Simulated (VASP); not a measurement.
Here is the system:

```
CELL_PARAMETERS angstrom
      3.10816     0.00000     0.00000
     -1.55408     2.69175     0.00000
      0.00000     0.00000     4.97414
ATOMIC_POSITIONS crystal
  Al 0.33333 0.66667 0.00001
  Al 0.66667 0.33333 0.50001
  N  0.33333 0.66667 0.38199
  N  0.66667 0.33333 0.88199
```

Method: PBE GGA with D3 dispersion (Becke-Johnson damping), VASP's PBE PAW potentials (set 64) (plane waves; VASP 6.6.1). Settings: 650 eV cut-off, 7×7×4 Γ-centred mesh, Gaussian smearing of 0.050 eV, potentials Al N.

### Question
Give the elastic stiffness tensor with the ions relaxed (GPa, in the frame of the cell).

### Answer

|  | xx | yy | zz | yz | xz | xy |
|---|---|---|---|---|---|---|
| xx | 385 | 137 | 106 | 0.0 | 0.0 | 0.0 |
| yy | 137 | 385 | 106 | 0.0 | 0.0 | 0.0 |
| zz | 106 | 106 | 360 | 0.0 | 0.0 | 0.0 |
| yz | 0.0 | 0.0 | 0.0 | 114 | 0.0 | 0.0 |
| xz | 0.0 | 0.0 | 0.0 | 0.0 | 114 | 0.0 |
| xy | 0.0 | 0.0 | 0.0 | 0.0 | 0.0 | 124 |

### Question
Estimate the Hill bulk modulus, Hill shear modulus, Young's modulus, Poisson's ratio.

### Answer

```
Quantity              Value
------------------  -------
Hill bulk modulus   203 GPa
Hill shear modulus  122 GPa
Young's modulus     305 GPa
Poisson's ratio       0.249
```

The structure comes from a measured AlN entry (P6_3mc) of the Crystallography Open Database, whose conditions weren't checked. It was relaxed first.
